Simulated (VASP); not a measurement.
NaCl:

```
Na Cl
1.0
     0.00000    2.80386    2.80386
     2.80386    0.00000    2.80386
     2.80386    2.80386    0.00000
Na Cl
1 1
Direct
  0.00000 0.00000 0.00000
  0.50000 0.50000 0.50000
```

Program: VASP 6.6.1. Alike in all runs: task band structure; potentials or basis VASP PAW PBE potentials, release 64 (Na_pv, Cl); no spin polarisation; cell as given; k mesh 6 × 6 × 6; cutoff (eV) 520; smearing gaussian 0.03 eV.

Order these runs on this cell by their band gap on the k mesh, lowest first.
A. level PBE
B. level PBE0; exchange at q = 0 truncated
C. level PBE-EpsX; exchange at q = 0 truncated; share of exact exchange 0.3972
D. level HSE06; screening parameter 0.2 1/A

A (5.17 eV), D (6.57 eV), B (7.27 eV), C (8.53 eV).
